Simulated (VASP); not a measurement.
A run of VASP 6.6.1:

INCAR

```
SYSTEM = SrC2
PREC = Accurate ; ENCUT = 520
EDIFF = 1E-6 ; ISMEAR = 0
SIGMA = 0.05 ; LREAL = .False.
LASPH = .True. ; NELM = 100
ALGO = Fast ; ISIF = 2
LWAVE = .False. ; LCHARG = .False.
NBANDS = 16
```

The input KPOINTS:

```
regular mesh
0
Gamma
  9 9 9
  0 0 0
```

Contents of POSCAR:

```
SrC2
1.0
    2.7187116479      1.5696489018      2.3066623887
   -2.7187116479      1.5696489018      2.3066623887
    0.0000000000     -3.1392978035      2.3066623887
Sr C
1 2
Direct
    0.0000000000      0.0000000000      0.0000000000
    0.5915580000      0.5915580000      0.5915580000
    0.4084420000      0.4084420000      0.4084420000
```

Potentials or basis: VASP PAW LDA potentials, release 64 (Sr_sv, C).

Command:

```sh
$ cat potpaw_LDA.64/Sr_sv/POTCAR potpaw_LDA.64/C/POTCAR > POTCAR
$ mpirun -np 1 vasp_std > vasp.out
```

Hardware: 1 thread of Intel(R) Xeon(R) Platinum 8375C CPU @ 2.90GHz (Ice Lake), with other jobs on the host.

How long does it take, and how much memory?

It took 77 s on 1 thread of Intel(R) Xeon(R) Platinum 8375C CPU @ 2.90GHz (Ice Lake), with other jobs on the host, peak memory 0.2 GiB. Counts: scf iterations 17, k points 85.
